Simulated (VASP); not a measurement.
Given:

```yaml
crystal:
  lattice:
    - [3.11277, 0.00000, 0.00000]
    - [0.00000, 3.60352, 0.00000]
    - [0.00000, 0.00000, 7.60780]
  atoms:
    - { symbol: Al, position: [0.50000, 0.00000, 0.89249] }
    - { symbol: Al, position: [0.00000, 0.50000, 0.10751] }
    - { symbol: Cl, position: [0.00000, 0.00000, 0.67393] }
    - { symbol: Cl, position: [0.50000, 0.50000, 0.32607] }
    - { symbol: O, position: [0.50000, 0.50000, 0.94924] }
    - { symbol: O, position: [0.00000, 0.00000, 0.05076] }
```

Level of theory: LDA (Ceperley-Alder, Perdew-Zunger), VASP's LDA PAW potentials (set 64) (plane waves; VASP). Settings: 520 eV cut-off, 8×7×4 Γ-centred mesh, tetrahedra with Blöchl corrections, potentials Al Cl O.

The cores are frozen, which limits the accuracy of field gradients.

Give the principal components of the electric field gradient (V/Å²) and the asymmetry η at each nucleus.

```
atom   Vxx   Vyy    Vzz     η
----  ----  ----  -----  ----
Al1   13.7   6.9  -20.6  0.33
Al2   13.7   6.9  -20.6  0.33
Cl3   54.9  38.4  -93.2  0.18
Cl4   54.9  38.4  -93.2  0.18
O5    14.6   1.1  -15.6  0.86
O6    14.6   1.1  -15.6  0.86
```

The structure comes from a computed database's AlClO entry (Pmmn); how it stands against other phases isn't given here. It was relaxed first, which changed the volume by -5 %.
